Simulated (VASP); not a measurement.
Wanted: the native input for a VASP 6.6.1 run.

```
Task                    : density of states
Functional              : PBE
Potentials or basis     : VASP PAW PBE potentials, release 64 (P, Hg, F)
Cutoff                  : 520 eV
k mesh                  : 8 × 8 × 8
Occupations             : fermi-dirac, width 0.1 eV
Spin                    : no spin polarisation
Dipole correction       : no
k mesh for the DOS      : 12 × 12 × 12
Occupations for the DOS : tetrahedron
Further INCAR settings  : ALGO = Fast; EDIFF = 1e-06; NBANDS = 27
```

Crystal: HgPF3.

```xyz
5
Lattice="4.0322 0.0000 0.0000 0.0000 4.0322 0.0000 0.0000 0.0000 4.0322" Properties=species:S:1:pos:R:3 pbc="T T T"
P     0.0000    0.0000    0.0000
Hg    2.0161    2.0161    2.0161
F     0.0000    2.0161    2.0161
F     2.0161    0.0000    2.0161
F     2.0161    2.0161    0.0000
```

The cell was built by a generator and needn't be a form met in nature.

The input as run:

POSCAR

```
HgPF3
1.0
    4.0321720000      0.0000000000      0.0000000000
    0.0000000000      4.0321720000      0.0000000000
    0.0000000000      0.0000000000      4.0321720000
P Hg F
1 1 3
Direct
    0.0000000000      0.0000000000      0.0000000000
    0.5000000000      0.5000000000      0.5000000000
    0.0000000000      0.5000000000      0.5000000000
    0.5000000000      0.0000000000      0.5000000000
    0.5000000000      0.5000000000      0.0000000000
```

INCAR.step1

```
SYSTEM = HgPF3
PREC = Accurate
ENCUT = 520
EDIFF = 1E-6
ISMEAR = -1
SIGMA = 0.1
LREAL = .False.
LASPH = .True.
NELM = 100
ALGO = Fast
ISIF = 2
LWAVE = .False.
LCHARG = .True.
GGA = PE
NBANDS = 27
```

KPOINTS.step1

```
Automatic mesh
0
Gamma
  8 8 8
  0 0 0
```

INCAR.step2

```
SYSTEM = HgPF3
PREC = Accurate
ENCUT = 520
EDIFF = 1E-6
ISMEAR = -5
SIGMA = 0.1
LREAL = .False.
LASPH = .True.
NELM = 100
ALGO = Fast
ISIF = 2
LWAVE = .False.
LCHARG = .False.
GGA = PE
LORBIT = 10
NBANDS = 27
NEDOS = 1001
ICHARG = 11
```

KPOINTS.step2

```
Automatic mesh
0
Gamma
  12 12 12
  0 0 0
```

Potentials or basis: VASP PAW PBE potentials, release 64 (P, Hg, F).

Launch:

```console
$ cat potpaw_PBE.64/P/POTCAR potpaw_PBE.64/Hg/POTCAR potpaw_PBE.64/F/POTCAR > POTCAR
$ cp INCAR.step1 INCAR
$ cp KPOINTS.step1 KPOINTS
$ mpirun -np 1 vasp_std > vasp.out
$ cp INCAR.step2 INCAR
$ cp KPOINTS.step2 KPOINTS
$ mpirun -np 1 vasp_std > vasp.out
```

Results of the run:

```yaml
Valence_electrons_inside_the_program's_atomic_spheres: P 2.25; Hg 10.74; F 6.10
```

Wall time 2.1 min on 1 thread of AMD EPYC 7R43 64-Core Processor (Zen 3), with other jobs on the host, peak memory 0.22 GiB.
